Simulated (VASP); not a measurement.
Input:

```
Ga32As31Si
1.0
   11.52221     0.00000     0.00000
    0.00000    11.52221     0.00000
    0.00000     0.00000    11.52221
Ga As Si
32 31 1
Cartesian
  5.76643   0.00211   0.01000
  8.63984   2.88055   0.01434
  8.64169   0.00942   2.88169
 11.52208  11.51957   0.00294
  2.88794   2.88117   0.01057
  5.76264   5.75717   0.01440
  8.63753   8.63429   0.00874
  2.88228  11.52060   2.88579
  5.80796   2.92177   2.94076
  8.59345   5.71032   2.93348
  5.76078   0.00532   5.76447
  8.60188   2.91879   5.72843
  8.64025  11.51981   8.64439
 11.51766   5.75239   0.00934
  2.88152   8.63746   0.00293
 11.51072   2.88092   2.88257
  2.89324   5.75886   2.88281
  5.76325   8.62868   2.88483
 11.51919  11.52129   5.76041
  2.88773   2.87890   5.76337
  5.80147   5.71334   5.73116
  8.64089   8.62844   5.76075
  2.88203  11.51909   8.64411
  5.76103   2.87810   8.63719
  8.64178   5.76112   8.63612
 11.51932   8.63469   2.88762
 11.51319   5.76105   5.76093
  2.88552   8.63468   5.75901
 11.52138   2.87932   8.64599
  2.88021   5.75449   8.64586
  5.76586   8.63700   8.64533
  0.00029   8.63836   8.64333
  7.19296   1.44789   1.44638
 10.07578   4.33009   1.44490
 10.07779   1.44591   4.32667
  1.43941   1.44293   1.44107
  4.32761   4.31445   1.44713
  7.20750   7.19827   1.44442
 10.08084  10.08274   1.44096
  4.32045   1.44192   4.31577
 10.07764   7.19951   4.31207
  7.20721   1.44306   7.19974
 10.08109   4.31791   7.20008
 10.07883   1.44314  10.08334
  1.44020   7.20115   1.44089
  4.32176  10.08200   1.44121
  1.43995   4.32324   4.31877
  4.32563   7.19808   4.32772
  7.20157  10.08395   4.31952
  1.43849   1.44213   7.20032
  4.31915   4.32764   7.20223
  7.19437   7.20193   7.19989
 10.07969  10.08246   7.19909
  4.32169   1.44166  10.08353
  7.20120   4.32259  10.08217
 10.08160   7.20232  10.08343
  1.43942  10.08267   4.31911
  1.44077   7.20196   7.19961
  4.32182  10.08109   7.20075
  1.43988   4.32221  10.08548
  4.32184   7.20048  10.08273
  7.20108  10.08422  10.08416
  1.44003  10.08283  10.08124
  7.20001   4.32556   4.33146
```
Cell charge +1.

All values below come from HSE06 screened hybrid, VASP's PBE PAW potentials (set 64) (plane waves; VASP 6.6.1). Numerical set-up: PREC = Normal, LREAL = Auto, ISYM = 0, NELECT = 254.0, EDIFF = 1E-5, 400 eV cut-off, 1×1×1 Γ-centred mesh, Gaussian smearing of 0.050 eV, potentials Ga As Si.

The cell is charged, with a uniform compensating background. The supercell is sampled at Γ alone, which is coarse: total energies, pressure and levels can be off, energies of defects by several tenths of an eV.

Task: Estimate the energy per atom (σ→0).

Result: 
```yaml
energy per atom (σ→0): -4891 meV/atom
```

The cell is a supercell with a defect, built from GaAs (zinc blende): Si_As, charge +1. The cell's shape comes from a PBE relaxation. The run is not spin-polarised, so no state with unpaired spins was tried.
